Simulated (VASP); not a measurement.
```
GaSb
1.0
    0.00000     2.77349     2.77349
    2.77349     0.00000     2.77349
    2.77349     2.77349     0.00000
Ga Sb
1 1
Cartesian
  0.00000   0.00000   0.00000
  1.38674   1.38674   1.38674
```

Level of theory: PBEsol GGA, VASP's PBE PAW potentials (set 64) (plane waves; VASP 6.6.1). Settings: 500 eV cut-off, 8×8×8 Γ-centred mesh, Gaussian smearing of 0.050 eV, potentials Ga_d Sb.

Problem. Predict the energy per atom (σ→0), pressure.

Solution. 
```
Item                            Value
---------------------  --------------
energy per atom (σ→0)  -3.559 eV/atom
pressure                    29.91 GPa
```

Total energies compare only between runs with the same potentials, cut-off and functional.

The compound is GaSb in the zinc blende structure. It was relaxed first under an external pressure of 30 GPa.
